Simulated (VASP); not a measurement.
Shape and ions are relaxed at each volume.

Energy against volume of NiSb (NiAs type). These are RPBE GGA, VASP's PBE PAW potentials (set 64) (plane waves; VASP) values and carry that method's errors.

```tsv
V (Å³/atom)	E (eV/atom)
17.020	-4.59455
17.564	-4.61142
18.107	-4.61601
18.650	-4.61026
19.193	-4.59589
```

### Question
Fit a third-order Birch-Murnaghan equation of state.

### Answer

```
Item                                              Value
---------------------------------------  --------------
volume per atom                          18.06 Å^3/atom
bulk modulus                                    102 GPa
pressure derivative of the bulk modulus            4.85
```

The compound is NiSb in the NiAs type structure. It was relaxed first, which changed the volume by +5 %. The run is not spin-polarised, so no magnetic state was tried.
